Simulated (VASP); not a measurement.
Here is the system:

```xyz
10
Lattice="2.5024 1.4448 4.4888 -2.5024 1.4448 4.4888 0.0000 -2.8895 4.4888" Properties=species:S:1:pos:R:3 pbc="T T T"
Ga     0.0000     0.0000    11.5237
Ga     0.0000     0.0000     1.9426
Ga     0.0000     0.0000     8.6757
Ga     0.0000     0.0000     4.7906
O      0.7581     1.5764     5.6110
O     -0.7581    -1.5764     7.8553
O     -1.7443    -0.1317     5.6110
O      1.7443     0.1317     7.8553
O      0.9862    -1.4448     5.6110
O     -0.9862     1.4448     7.8553
```

Computed with PBEsol GGA, VASP's PBE PAW potentials (set 64) (plane waves; VASP 6.6.1). Numerical set-up: 520 eV cut-off, 6×6×6 Γ-centred mesh, tetrahedra with Blöchl corrections, potentials Ga_d O.

The cores are frozen, which limits the accuracy of field gradients.

Task: Give the principal components of the electric field gradient (V/Å²) and the asymmetry η at each nucleus.

Result: 
```json
[
 {"atom": "Ga1", "Vxx": "-12.1", "Vyy": "-12.1", "Vzz": "24.3", "η": "0.00"},
 {"atom": "Ga2", "Vxx": "-12.1", "Vyy": "-12.1", "Vzz": "24.3", "η": "0.00"},
 {"atom": "Ga3", "Vxx": "-12.1", "Vyy": "-12.1", "Vzz": "24.3", "η": "0.00"},
 {"atom": "Ga4", "Vxx": "-12.1", "Vyy": "-12.1", "Vzz": "24.3", "η": "0.00"},
 {"atom": "O5", "Vxx": "41.4", "Vyy": "10.2", "Vzz": "-51.6", "η": "0.60"},
 {"atom": "O6", "Vxx": "41.4", "Vyy": "10.2", "Vzz": "-51.6", "η": "0.60"},
 {"atom": "O7", "Vxx": "41.4", "Vyy": "10.2", "Vzz": "-51.6", "η": "0.60"},
 {"atom": "O8", "Vxx": "41.4", "Vyy": "10.2", "Vzz": "-51.6", "η": "0.60"},
 {"atom": "O9", "Vxx": "41.4", "Vyy": "10.2", "Vzz": "-51.6", "η": "0.60"},
 {"atom": "O10", "Vxx": "41.4", "Vyy": "10.2", "Vzz": "-51.6", "η": "0.60"}
]
```

The structure comes from a computed database's Ga2O3 entry (R-3c); how it stands against other phases isn't given here. It was relaxed first.
